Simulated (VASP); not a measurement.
Level of theory: revTPSS meta-GGA, VASP's PBE PAW potentials (set 64) (plane waves; VASP 6.6.1).

VASP ran on this input.

### INCAR
```
SYSTEM = KZnF3
PREC = Accurate; ENCUT = 520; LREAL = F
LASPH = T
EDIFF = 1E-7; NELM = 100; ALGO = Normal
LMAXMIX = 4; LMIXTAU = T
ISMEAR = -5
METAGGA = RTPSS
ISIF = 2
LWAVE = F; LCHARG = F; LORBIT = 11
NEDOS = 601
LEFG = T
```

File KPOINTS_OPT:
```
k-points along high-symmetry lines
10
Line-mode
Reciprocal
  0.000000   0.000000   0.000000 ! GAMMA
  0.000000   0.500000   0.000000 ! X

  0.000000   0.500000   0.000000 ! X
  0.500000   0.500000   0.000000 ! M

  0.500000   0.500000   0.000000 ! M
  0.000000   0.000000   0.000000 ! GAMMA

  0.000000   0.000000   0.000000 ! GAMMA
  0.500000   0.500000   0.500000 ! R

  0.500000   0.500000   0.500000 ! R
  0.000000   0.500000   0.000000 ! X

  0.500000   0.500000   0.500000 ! R
  0.500000   0.500000   0.000000 ! M
```

File POSCAR:
```
KZnF3
8.1421770
  0.4999999697   0.0000000000   0.0000000000
  0.0000000000   0.4999999697   0.0000000000
  0.0000000000   0.0000000000   0.4999999697
K Zn F
1 1 3
direct
  0.0000000000   0.0000000000   0.0000000000
  0.5000000000   0.5000000000   0.5000000000
  0.5000000000   0.0000000000   0.5000000000
  0.0000000000   0.5000000000   0.5000000000
  0.5000000000   0.5000000000   0.0000000000
```

KPOINTS:
```
Automatic mesh
0
Gamma
6 6 6
0 0 0
```

POTCAR, in this order: K_sv Zn F (PBE.64 set). Program: vasp_std.

Output of the run:

### OUTCAR
```
 ion  position               nearest neighbor table
   1  0.000  0.000  0.000-
   2  0.500  0.500  0.500-   3 2.04   4 2.04   5 2.04   5 2.04   3 2.04   4 2.04
   3  0.500  0.000  0.500-   2 2.04   2 2.04
   4  0.000  0.500  0.500-   2 2.04   2 2.04
   5  0.500  0.500  0.000-   2 2.04   2 2.04
  LATTYP: Found a simple cubic cell.
 ALAT       =     4.0710882532
 Subroutine PRICEL returns:
 Original cell was already a primitive cell.
 Subroutine GETGRP returns: Found 48 space group operations
The static configuration has the point symmetry O_h .
The dynamic configuration has the point symmetry O_h .
 Subroutine INISYM returns: Found 48 space group operations
 Subroutine IBZKPT returns following result:
 Found     20 irreducible k-points:

 Following reciprocal coordinates:
            Coordinates               Weight
  0.000000  0.000000  0.000000      1.000000
  0.166667  0.000000  0.000000      6.000000
  0.333333  0.000000  0.000000      6.000000
  0.500000  0.000000  0.000000      3.000000
  0.166667  0.166667  0.000000     12.000000
  0.333333  0.166667  0.000000     24.000000
...
```

OSZICAR:
```
       N       E                     dE             d eps       ncg     rms          rms(c)
DAV:   1     0.519413684883E+03    0.51941E+03   -0.24189E+04  1016   0.232E+03
DAV:   2     0.463565900513E+02   -0.47306E+03   -0.46233E+03  1348   0.578E+02
DAV:   3    -0.446471733301E+01   -0.50821E+02   -0.50484E+02  1204   0.202E+02
DAV:   4    -0.701545443830E+01   -0.25507E+01   -0.25433E+01  1702   0.508E+01
DAV:   5    -0.705561085967E+01   -0.40156E-01   -0.40107E-01  1359   0.492E+00    0.118E+02
DAV:   6    -0.166464733841E+02   -0.95909E+01   -0.26226E+02  1024   0.212E+02    0.468E+01
DAV:   7    -0.208529474115E+02   -0.42065E+01   -0.76033E+00  1486   0.367E+01    0.310E+01
DAV:   8    -0.205984091215E+02    0.25454E+00   -0.70439E+00  1414   0.283E+01    0.173E+01
DAV:   9    -0.205857545708E+02    0.12655E-01   -0.20404E+00  1351   0.166E+01    0.168E+01
DAV:  10    -0.202362446186E+02    0.34951E+00   -0.59902E-01  1297   0.117E+01    0.214E+00
DAV:  11    -0.206385503961E+02   -0.40231E+00   -0.24298E-01  1087   0.579E+00    0.437E-01
DAV:  12    -0.206405430128E+02   -0.19926E-02   -0.10628E-02  1596   0.106E+00    0.293E-01
DAV:  13    -0.206394220273E+02    0.11210E-02   -0.16922E-02  1254   0.151E+00    0.445E-01
DAV:  14    -0.206403062349E+02   -0.88421E-03   -0.22104E-03  1138   0.461E-01    0.118E-01
DAV:  15    -0.206406385294E+02   -0.33229E-03   -0.98878E-04  1404   0.342E-01    0.447E-02
DAV:  16    -0.206406651099E+02   -0.26580E-04   -0.10984E-04  1120   0.103E-01    0.263E-02
DAV:  17    -0.206406821528E+02   -0.17043E-04   -0.23189E-05  1297   0.506E-02    0.636E-03
DAV:  18    -0.206406860269E+02   -0.38742E-05   -0.44332E-06  1598   0.282E-02    0.661E-03
DAV:  19    -0.206406875818E+02   -0.15549E-05   -0.11599E-06  1116   0.155E-02    0.125E-03
DAV:  20    -0.206406876085E+02   -0.26721E-07   -0.16244E-07   755   0.895E-03
   1 F= -.20640688E+02 E0= -.20640688E+02  d E =0.000000E+00
       N       E                     dE             ncg
       N       E                     dE             ncg
       N       E                     dE             ncg
```

File OUTCAR:
```
------------------------ aborting loop because EDIFF is reached ----------------------------------------
  FORCE on cell =-STRESS in cart. coord.  units (eV):
  Direction    XX          YY          ZZ          XY          YZ          ZX
  --------------------------------------------------------------------------------------
  Total        0.0096364      0.0096364      0.0096364     -0.0000000     -0.0000000      0.0000000
  in kB        0.2288197      0.2288197      0.2288197     -0.0000000     -0.0000000      0.0000000
  external PRESSURE =       0.2288197 kB  Pullay stress =       0.0000000 kB
  volume of cell :       67.47
      direct lattice vectors                 reciprocal lattice vectors
     4.071088253  0.000000000  0.000000000     0.245634567  0.000000000  0.000000000
     0.000000000  4.071088253  0.000000000     0.000000000  0.245634567  0.000000000
     0.000000000  0.000000000  4.071088253     0.000000000  0.000000000  0.245634567
 POSITION                                       TOTAL-FORCE (eV/Angst)
 -----------------------------------------------------------------------------------
      0.00000      0.00000      0.00000         0.000000      0.000000      0.000000
      2.03554      2.03554      2.03554         0.000000      0.000000      0.000000
      2.03554      0.00000      2.03554         0.000000      0.000000      0.000000
      0.00000      2.03554      2.03554         0.000000      0.000000      0.000000
      2.03554      2.03554      0.00000         0.000000      0.000000      0.000000
 -----------------------------------------------------------------------------------
    total drift:                                0.000000      0.000000     -0.000000
  FREE ENERGIE OF THE ION-ELECTRON SYSTEM (eV)
  ---------------------------------------------------
  free  energy   TOTEN  =       -20.6406876085 eV

  energy  without entropy=      -20.6406876085  energy(sigma->0) =      -20.64068761

 total charge

# of ion       s       p       d       tot
------------------------------------------
    1        1.952   5.554   0.021   7.527
    2        0.333   0.368   9.986  10.687
    3        1.696   4.343   0.000   6.039
    4        1.696   4.343   0.000   6.039
    5        1.696   4.343   0.000   6.039
--------------------------------------------------
tot          7.373  18.950  10.008  36.330

 Electric field gradients after diagonalization (V/A^2)
 (convention: |V_zz| > |V_xx| > |V_yy|)
----------------------------------------------------------------------
 ion       V_xx      V_yy      V_zz     asymmetry (V_yy - V_xx)/ V_zz
----------------------------------------------------------------------
   1      -0.000    -0.000     0.000       0.013
   2      -0.000     0.000     0.000       0.757
   3     -50.427   -50.427   100.854       0.000
   4     -50.427   -50.427   100.854       0.000
   5     -50.427   -50.427   100.854       0.000
```
(Selected blocks of OUTCAR.)

**OUTCAR**
```
 val. band max:       -1.1030126462   @ k =   0.5000   0.5000   0.5000

 cond. band min:       2.8296527713   @ k =   0.0000   0.0000   0.0000


 Fermi energy:        -1.1009542704

 k-point     1 :       0.0000    0.0000    0.0000
  band No.  band energies     occupation
      1     -28.6483      2.00000
      2     -23.3378      2.00000
      3     -22.7506      2.00000
      4     -22.7506      2.00000
      5     -11.6397      2.00000
      6     -11.6397      2.00000
      7     -11.6397      2.00000
      8      -5.1412      2.00000
      9      -5.1412      2.00000
     10      -5.1412      2.00000
     11      -4.5417      2.00000
     12      -4.5417      2.00000
     13      -4.5417      2.00000
     14      -4.2207      2.00000
     15      -4.2207      2.00000
     16      -3.0799      2.00000
     17      -3.0799      2.00000
     18      -3.0799      2.00000
     19      -2.8632      2.00000
     20      -2.8632      2.00000
     21      -2.8632      2.00000
     22       2.8297      0.00000
     23       7.9740      0.00000
     24       7.9740      0.00000
     25       8.6454      0.00000

 k-point     2 :       0.1667    0.0000    0.0000
  band No.  band energies     occupation
      1     -28.6431      2.00000
      2     -23.3059      2.00000
      3     -22.7781      2.00000
      4     -22.7487      2.00000
      5     -11.6404      2.00000
      6     -11.6290      2.00000
      7     -11.6290      2.00000
      8      -5.6609      2.00000
      9      -5.1301      2.00000
     10      -5.1301      2.00000
     11      -4.6206      2.00000
     12      -4.6206      2.00000
     13      -4.5404      2.00000
     14      -4.2203      2.00000
     15      -3.9111      2.00000
     16      -3.1327      2.00000
     17      -3.0489      2.00000
     18      -3.0489      2.00000
     19      -2.8952      2.00000
     20      -2.8529      2.00000
     21      -2.8529      2.00000
     22       3.3715      0.00000
     23       8.1553      0.00000
...
```

The compound is KZnF3 in the cubic perovskite structure. It was relaxed first.
